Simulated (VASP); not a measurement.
## Al2Cu2 (ordered alloy cell): computed properties

The numbers are results of PBEsol GGA, VASP's PBE PAW potentials (set 64) (plane waves; VASP), not measurements.

space group: R-3m (166)
cell: a = 2.7441 Å, b = 2.7441 Å, c = 24.8007 Å, α = 90.00°, β = 90.00°, γ = 120.00°
volume per atom: 13.48 Å³/atom
band gap (over mesh and band path): none (metal, semimetal or under 0.01 eV)
density: 5.58 g/cm³

```
CELL_PARAMETERS angstrom
      0.00000     1.94036     1.94036
      1.94036     0.00000     1.94036
      7.36005     7.36005     0.40138
ATOMIC_POSITIONS crystal
  Cu 0.99221 0.99221 0.00584
  Cu 0.00779 0.00779 0.24416
  Al 0.02129 0.02129 0.48403
  Al 0.97871 0.97871 0.76597
```

The structure was generated: Al2Cu2 was put into an ordered model structure (R-3m), which need not be its known phase. It was relaxed first. Symmetry was kept, so distortions that lower it aren't found.
